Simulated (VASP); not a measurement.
ScCo (space group Pm-3m): computed properties

These are SCAN meta-GGA, VASP's PBE PAW potentials (set 64) (plane waves; VASP) values and carry that method's errors.

| Item | Value |
|---|---|
| space group | Pm-3m (221) |
| cell | a = b = c = 3.1346 Å, α = β = γ = 90.00° |
| volume per atom | 15.40 Å^3/atom |
| band gap (over mesh and band path) | none (metal, semimetal or under 0.01 eV) |
| cell moment | 0.29 μB |
| density | 5.60 g/cm³ |

```xyz
2
Lattice="3.1346 0.0000 0.0000 0.0000 3.1346 0.0000 0.0000 0.0000 3.1346" Properties=species:S:1:pos:R:3 pbc="T T T"
Co     0.0000     0.0000     0.0000
Sc     1.5673     1.5673     1.5673
```
Starting moments (μB, in the order of the record's atoms Co Sc): 1.1 -0.4.

The structure comes from a measured ScCo entry (Pm-3m) of the Crystallography Open Database, whose conditions weren't checked. It was relaxed first. Symmetry was kept, so distortions that lower it aren't found.
